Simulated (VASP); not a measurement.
Input:

```
CdF2
1.0
    0.00000     2.77918     2.77918
    2.77918     0.00000     2.77918
    2.77918     2.77918     0.00000
Cd F
1 2
Direct
  0.00000   0.00000   0.00000
  0.25000   0.25000   0.25000
  0.75000   0.75000   0.75000
```

Computed with vdW-DF2, VASP's PBE PAW potentials (set 64) (plane waves; VASP). Settings: 520 eV cut-off, Gaussian smearing of 0.050 eV, potentials Cd F.

### Question
What does the run give for the band gap (along the path) with the smallest direct gap where there is one?

### Answer

The band gap (along the path) is 2.68 eV. The smallest direct gap (along the path) is 3.26 eV.

The absolute energy has meaning only against runs of the same code, potentials and settings.

The compound is CdF2 in the fluorite structure. It was relaxed first, which changed the volume by +10 %.
